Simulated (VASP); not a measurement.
# GW-BSE spectrum of BAs, part 2 of 2

Aim: the optical spectrum of BAs with the electron-hole interaction. The cell is of the zinc-blende type, one of the forms listed for this formula, which need not be the common one. The start is a cell from a database of measured crystal structures.

VASP 6.6.1, plane waves and PAW; the level of theory is named at each step.

So far, lowest excitation (eV): step 2 (BSE, Tamm-Dancoff, BSE on G0W0 on PBE) 3.85; step 3 (without the electron-hole attraction) 4.04.

## (4) Independent quasiparticles

This step: BSE on G0W0 on PBE, independent quasiparticles; plane waves and PAW (B_GW, As_GW) (VASP 6.6.1).

With LADDER and LHARTREE off the pairs don't interact at all, so the lowest line must equal the direct gap.

Input file INCAR:

```
SYSTEM = BAs
PREC = Accurate
ENCUT = 340
ISMEAR = 0
SIGMA = 0.01
LREAL = .FALSE.
GGA = PE
NBANDS = 64
ALGO = BSE
NBANDSO = 4
NBANDSV = 4
OMEGAMAX = 25
NEDOS = 1000
CSHIFT = 0.1
PRECFOCK = Fast
LWAVE = .FALSE.
LCHARG = .FALSE.
ENCUTGW = 100
ANTIRES = 0
LADDER = .FALSE.
LHARTREE = .FALSE.
```

Input file POSCAR:

```
BAs
1.0
    0.0000000000      2.3885000000      2.3885000000
    2.3885000000      0.0000000000      2.3885000000
    2.3885000000      2.3885000000      0.0000000000
B As
1 1
Direct
    0.0000000000      0.0000000000      0.0000000000
    0.2500000000      0.2500000000      0.2500000000
```

Input file KPOINTS:

```
Automatic mesh
0
Gamma
8 8 8
0 0 0
```

The projector-augmented-wave data sets are B_GW and As_GW (PBE family, release 64).

Started as:

```console
> mpirun -np 8 vasp_std
```

The program printed:

```text
[banner, memory and clock lines left out]
 LDA part: xc-table for (Slater+PW92), standard interpolation
 found WAVECAR, reading the header
 POSCAR, INCAR and KPOINTS ok, starting setup
 FFT: planning ... GRIDC
 FFT: planning ... GRID_SOFT
 FFT: planning ... GRID
 reading WAVECAR
 the WAVECAR file was read successfully
 initial charge from wavefunction
 available memory per node:     80.24 GB, setting MAXMEM to     82167

 Doing            0  frequencies on each core in blocks of            0
 parallelization over k-points
 Using distributed matrix
 Using distributed eigensolver
 allocating two-electron 4 orbital integral table    4    4    4    4
 BSE setting up matrix
 available memory per node:     80.08 GB, setting MAXMEM to     82004
 Calculate matrix elements of the BSE Hamiltonian:
 Workload is divided into blocks of two-electron 4 orbital integrals computed in
  parallel.
 Each block/integral has dimensions  of (   4,   4,   4,   4) orbitals
 Total number of blocks/integrals:               131328
 Number of spins:                                     1
 Number of kpoints:                                 512
 Spin channel:                                        1
  Number of blocks of unoccupied bands:               1
  Number of blocks of occupied bands:                 1
 Number of rows/columns of blocks:                  512

                                                        Time (sec)
               Integrals                 Ranks       Real         CPU
  [         1 -       4096/    131328]     8         0.28        0.00
  [      4097 -       8192/    131328]     8         0.53        0.00
  [      8193 -      12288/    131328]     8         0.76        0.00
  [     12289 -      16384/    131328]     8         1.02        0.00
  [     16385 -      20480/    131328]     8         1.28        0.00
  [     20481 -      24576/    131328]     8         1.65        0.00
  [     24577 -      28672/    131328]     8         2.05        0.00
  [     28673 -      32768/    131328]     8         2.45        0.00
  [     32769 -      36864/    131328]     8         2.90        0.00
  [     36865 -      40960/    131328]     8         3.27        0.00
  [     40961 -      45056/    131328]     8         3.64        0.00
  [     45057 -      49152/    131328]     8         3.94        0.00
  [     49153 -      53248/    131328]     8         4.18        0.00
  [     53249 -      57344/    131328]     8         4.47        0.00
  [     57345 -      61440/    131328]     8         4.82        0.00
  [     61441 -      65536/    131328]     8         5.13        0.00
  [     65537 -      69632/    131328]     8         5.36        0.00
  [     69633 -      73728/    131328]     8         5.64        0.00
  [     73729 -      77824/    131328]     8         5.93        0.00
  [     77825 -      81920/    131328]     8         6.15        0.00
  [     81921 -      86016/    131328]     8         6.37        0.00
  [     86017 -      90112/    131328]     8         6.57        0.00
  [     90113 -      94208/    131328]     8         6.85        0.00
  [     94209 -      98304/    131328]     8         7.10        0.00
  [     98305 -     102400/    131328]     8         7.33        0.00
  [    102401 -     106496/    131328]     8         7.58        0.00
  [    106497 -     110592/    131328]     8         7.88        0.00
  [    110593 -     114688/    131328]     8         8.09        0.00
  [    114689 -     118784/    131328]     8         8.32        0.00
  [    118785 -     122880/    131328]     8         8.63        0.00
  [    122881 -     126976/    131328]     8         8.85        0.00
  [    126977 -     131072/    131328]     8         9.10        0.00
  [    131073 -     131328/    131328]     8         9.15        0.00

[... 7 parts as in an earlier step ...]
```

It took 1.8 min on 8 MPI ranks of AMD EPYC 7R43, shared host; peak memory 4.6 GiB.

Parts of OUTCAR (step 4):

```text
The static configuration has the point symmetry T_d .

 Found     29 irreducible k-points:

   NELECT =       8.0000    total number of electrons

 E-fermi :   6.6971

[... 8 parts as in an earlier step ...]
```

This step gave:

```
lowest excitation : 4.036 eV
```

The imaginary dielectric function, xx has structure finer than the step of the table below, so its rows give means over 1 eV, whole bins alone (the curve runs from 0 to 25 eV). Peaks (eV: height): 5.3: 22.6, 6.3: 54.8, 7.4: 14.9, 8.6: 16.4.

From 4 filled and 4 empty bands alone, without any pair above OMEGAMAX = 25 eV, so strength is missing wherever others contribute; lines are broadened by CSHIFT, which also makes the tail under the first line. Table of imaginary dielectric function, xx by photon energy; means over each step:

| photon energy (eV) | imaginary dielectric function, xx |
| --- | --- |
| 1 | 0.0471 |
| 2 | 0.118 |
| 3 | 0.296 |
| 4 | 2.67 |
| 5 | 14.1 |
| 6 | 27.9 |
| 7 | 10.1 |
| 8 | 10.6 |
| 9 | 8.97 |
| 10 | 2.22 |
| 11 | 1.34 |
| 12 | 1.56 |
| 13 | 0.955 |
| 14 | 0.672 |
| 15 | 0.503 |
| 16 | 0.363 |
| 17 | 0.127 |
| 18 | 0.189 |
| 19 | 0.131 |
| 20 | 0.0730 |
| 21 | 0.0449 |
| 22 | 0.0440 |
| 23 | 0.0208 |
| 24 | 0.00920 |

The lowest excitation lies at 4.036 eV, +184 meV against the Tamm-Dancoff singlet. No second mesh in this session tests these energies, peaks and heights.

## (5) Summary

This step: BSE on G0W0 on PBE; plane waves and PAW (VASP 6.6.1).

Derived from the runs above.

Numbers from this step:

| Quantity | Value |
| --- | --- |
| smallest direct quasiparticle gap on the mesh | 4.036 eV |

Cost is wall time times ranks on a shared host, for this step alone, without the steps before it. Excitations by level:

| level | first excitation (eV) | cost (core minutes) |
| --- | --- | --- |
| BSE, Tamm-Dancoff | 3.851 | 27.2 |
| without the electron-hole attraction | 4.037 | 18.93 |
| independent quasiparticles | 4.036 | 14.27 |

## (6) Summary of results

```json
{
 "BSE, Tamm-Dancoff": "lowest vertical excitation 3.851 eV; direct gap 4.036 eV",
 "without the electron-hole attraction": "lowest vertical excitation 4.037 eV; direct gap 4.036 eV",
 "independent quasiparticles": "lowest vertical excitation 4.036 eV; direct gap 4.036 eV"
}
```

**Reading.** The Bethe-Salpeter equation puts the lowest vertical singlet excitation at 3.851 eV, 0.18 eV below the direct gap of 4.036 eV; the states within 10 meV of it carry 46 % of the strength of the strongest such group among the lowest 40 states. The attraction moves the centre of weight of eps2 xx over the computed range by -1.27 eV against the run without the attraction. The spectra were run on one mesh, so the distance from the gap isn't shown to be converged; coarse meshes tend to overstate it. Only the bands set by NBANDSO and NBANDSV form pairs, and any pair above OMEGAMAX = 25 eV is dropped, so the spectrum is that of this window; the window can cut degenerate bands. Spin-orbit coupling is left out; with As in the cell it can split or shift band edges, by an amount that depends on which atoms form them and isn't tested here. Not tabulated here, as repeats of values shown or as unfit to read for their mesh, reference level or band range: eps1 curves and static values (BSE, independent quasiparticles, without the electron-hole attraction); line lists of runs without attraction (independent quasiparticles, without the electron-hole attraction).

[Lines on the potential files, build, host, timing and source positions are cut from VASP's logs without a mark.]

[Logs are printed without paths, hosts, clocks, repeated set-up lines and the standing remarks that a program may print on its own settings, such as how far it seeks lower states.]

[Hosts, paths, dates, database ids (printed as entryN), source tags and the programs' standing remarks are cut or masked in the printed files.]

[Pressures printed for these runs are not shown converged in the cutoff: they can be off by several GPa and have the wrong sign.]

[In band tables of VASP the shares of atoms and orbitals are scaled to a sum of 1 inside the atoms' spheres.]
